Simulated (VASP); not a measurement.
```
Be
1.0
    1.13651    -1.96849     0.00000
    1.13651     1.96849     0.00000
    0.00000     0.00000     3.55267
Be
2
Direct
  0.33333   0.66667   0.25000
  0.66667   0.33333   0.75000
```

These are optB88-vdW, VASP's PBE PAW potentials (set 64) (plane waves; VASP) values and carry that method's errors. Numerical set-up: 520 eV cut-off, 20×20×12 Γ-centred mesh, tetrahedra with Blöchl corrections, potentials Be.

Problem. What does the run give for the energy per atom (σ→0), band gap (on the k-mesh) with the smallest direct gap where there is one?

Solution. 
```yaml
band gap (on the k-mesh): none (metal, semimetal or under 0.01 eV)
energy per atom (σ→0): -3.146 eV/atom
```

Total energies compare only between runs with the same potentials, cut-off and functional.

The compound is Be in the hcp structure. It was relaxed first.
